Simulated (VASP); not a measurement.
W:

```
CELL_PARAMETERS angstrom
-1.58234 1.58234 1.58234
1.58234 -1.58234 1.58234
1.58234 1.58234 -1.58234
ATOMIC_POSITIONS crystal
W 0.00000 0.00000 0.00000
```

| Item | Value |
| --- | --- |
| Program | VASP 6.6.1 |
| Task | relaxation of cell and atoms |
| Functional | PBE |
| Potentials or basis | VASP PAW PBE potentials, release 64 (W_sv) |
| Cutoff | 520 eV |
| k mesh | 18 × 18 × 18 |
| Occupations | gaussian, width 1 eV |
| Spin | no spin polarisation |

At the start: pressure 7.1 GPa; volume 15.85 Å³/atom.

Q: How do energy, volume and symmetry change on relaxing?

A: Over 4 steps the energy falls by 7.9 meV/atom and the volume is 16.21 Å³/atom (+2.3 %); space group Im-3m (No. 229, to 0.05 Å).

Step by step:
| step | energy change (eV) | largest force (eV/Å) | pressure (GPa) | volume (Å³) |
| --- | --- | --- | --- | --- |
| 1 | 0.0000 | 0.0000 | 7.12 | 15.85 |
| 2 | 0.0766 | 0.0000 | -19.37 | 17.52 |
| 3 | -0.0079 | 0.0000 | -0.22 | 16.23 |
| 4 | -0.0079 | 0.0000 | -0.01 | 16.21 |

Final structure:
```
W
1.0
    -1.59445    1.59445    1.59445
     1.59445   -1.59445    1.59445
     1.59445    1.59445   -1.59445
W
1
Cartesian
  0.0000 0.0000 0.0000
```
